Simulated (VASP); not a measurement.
```xyz
2
Lattice="0.0000 2.7174 2.7174 2.7174 0.0000 2.7174 2.7174 2.7174 0.0000" Properties=species:S:1:pos:R:3 pbc="T T T"
Zn     0.0000     0.0000     0.0000
S      1.3587     1.3587     1.3587
```

These are optB88-vdW, VASP's PBE PAW potentials (set 64) (plane waves; VASP 6.6.1) values and carry that method's errors. Settings: 520 eV cut-off, Gaussian smearing of 0.050 eV, potentials Zn S.

Problem. Give the energies of bands 2 to 12 at the high-symmetry points, in eV from the valence-band maximum.

Solution. 
| band | Γ | X | U | L | W |
|---|---|---|---|---|---|
| 2 | -6.38 | -6.37 | -6.28 | -6.27 | -6.24 |
| 3 | -6.38 | -6.06 | -6.11 | -6.27 | -6.12 |
| 4 | -6.38 | -6.06 | -6.01 | -5.89 | -5.96 |
| 5 | -5.92 | -5.85 | -5.89 | -5.89 | -5.96 |
| 6 | -5.92 | -5.71 | -5.59 | -5.72 | -5.54 |
| 7 | 0.00 | -4.52 | -4.54 | -5.16 | -4.51 |
| 8 | 0.00 | -2.14 | -3.02 | -0.83 | -2.65 |
| 9 | 0.00 | -2.14 | -1.74 | -0.83 | -2.64 |
| 10 | 1.96 | 3.45 | 4.13 | 3.23 | 5.71 |
| 11 | 6.42 | 4.05 | 5.91 | 6.95 | 5.91 |
| 12 | 6.42 | 10.79 | 9.34 | 6.95 | 7.82 |

The gap is direct, 1.96 eV, from the valence maximum at Γ to the conduction minimum at Γ.

Measured: gap 3.94 eV (computed value off by -1.98 eV), as given by Wei Chen et al., Physical Review Materials (2018), doi:10.1103/physrevmaterials.2.073803 [zero-point renormalisation of 0.1 eV added back (the table's ZPR column)].

The compound is ZnS in the zinc blende structure. It was relaxed first.
